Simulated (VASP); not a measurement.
```
CELL_PARAMETERS angstrom
      0.00000     3.44114     3.44114
      3.44114     0.00000     3.44114
      3.44114     3.44114     0.00000
ATOMIC_POSITIONS crystal
  Sr 0.00000 0.00000 0.00000
  Cl 0.25000 0.25000 0.25000
  Cl 0.75000 0.75000 0.75000
```

The numbers are results of LDA (Ceperley-Alder, Perdew-Zunger), VASP's LDA PAW potentials (set 64) (plane waves; VASP 6.6.1), not measurements. Run with 520 eV cut-off, 6×6×6 Γ-centred mesh, Gaussian smearing of 0.050 eV, potentials Sr_sv Cl.

**Question.** Give the stress tensor in GPa (positive for a compressed cell).

**Answer.** 
```
-1.32   0.00   0.00
 0.00  -1.32   0.00
 0.00   0.00  -1.32
```
The pressure is its mean diagonal, -1.32 GPa.

The compound is SrCl2 in the fluorite structure. This cell is one point of a volume scan, at 1.03 of the reference volume.
